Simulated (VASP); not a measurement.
Write the native input for VASP 6.6.1 that does the following.

| Item | Value |
| --- | --- |
| Task | relaxation of the atoms |
| Functional | LDA |
| Potentials or basis | VASP PAW LDA potentials, release 64 (O) |
| Cutoff | 400 eV |
| k mesh | 1 × 1 × 1 |
| Occupations | gaussian, width 0.01 eV |
| Spin | collinear spin, ferromagnetic start |
| Starting moments | [1.1, 1.1] μB |
| Fixed moment | 2 μB |
| Atoms held fixed (from 0) | [0] |
| Further INCAR settings | ALGO = Fast; EDIFF = 1e-06; ISYM = 0; IBRION = 2; EDIFFG = -0.03; NSW = 120 |

The structure of O2 lies in POSCAR:

```
O
1.0
   11.6260970939      0.0000000000      0.0000000000
    0.0000000000     12.1260970939      0.0000000000
    0.0000000000      0.0000000000     12.6260970939
O
2
Selective dynamics
Direct
    0.5484297131      0.5219067480      0.5038687911  F F F
    0.4515702869      0.4863399285      0.4961312089  T T T
```

One way to write it, as run:

INCAR

```
  PREC = Accurate
  ENCUT = 400
  EDIFF = 1E-6
  ISMEAR = 0
  SIGMA = 0.01
  LREAL = F
  LASPH = T
  NELM = 60
  ALGO = Fast
  ISIF = 2
  LWAVE = F
  LCHARG = F
  ISPIN = 2
  MAGMOM = 1.1 1.1
  LORBIT = 11
  NUPDOWN = 2
  GGA = CA
  IBRION = 2
  NSW = 120
  EDIFFG = -0.03
  ISYM = 0
```

KPOINTS

```
regular mesh
0
Gamma
  1 1 1
```

Potentials or basis: VASP PAW LDA potentials, release 64 (O).

Run with:

```bash
$ cat potpaw_LDA.64/O/POTCAR > POTCAR
$ mpirun -np 1 vasp_gam > vasp.out
```

It gave:

* Energy gained by relaxing: 3.1 meV/atom
* Ionic steps: 3
* Net moment: 2.00 μB per cell
* Site moments: O +0.81 μB
* Valence electrons inside the program's atomic spheres: O 4.92

Caveat: the standard files for N, O and F lose accuracy on very short bonds; the total moment is fixed, so each spin has its own Fermi level.

It took 2.9 min on 1 thread of Intel(R) Xeon(R) Platinum 8259CL CPU @ 2.50GHz (Skylake/Cascade Lake), on a shared host, peak memory 0.79 GiB.
